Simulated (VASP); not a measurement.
```
CELL_PARAMETERS angstrom
      3.98966     0.00000     0.00000
      0.00000     3.98966     0.00000
      0.00000     0.00000     5.03153
ATOMIC_POSITIONS crystal
  Pb 0.50000 0.00000 0.76395
  Pb 0.00000 0.50000 0.23605
  O  0.50000 0.50000 0.00000
  O  0.00000 0.00000 0.00000
```

Method: r2SCAN+rVV10, VASP's PBE PAW potentials (set 64) (plane waves; VASP). Settings: 520 eV cut-off, 6×6×5 Γ-centred mesh, tetrahedra with Blöchl corrections, potentials Pb_d O.

The cores are frozen, which limits the accuracy of field gradients.

Problem. Give the principal components of the electric field gradient (V/Å²) and the asymmetry η at each nucleus.

Solution. 
```json
[
 {"atom": "Pb1", "Vxx": "131.7", "Vyy": "131.7", "Vzz": "-263.4", "η": "0.00"},
 {"atom": "Pb2", "Vxx": "131.7", "Vyy": "131.7", "Vzz": "-263.4", "η": "0.00"},
 {"atom": "O3", "Vxx": "0.8", "Vyy": "0.8", "Vzz": "-1.6", "η": "0.00"},
 {"atom": "O4", "Vxx": "0.8", "Vyy": "0.8", "Vzz": "-1.6", "η": "0.00"}
]
```

The compound is PbO in the litharge structure. It was relaxed first.
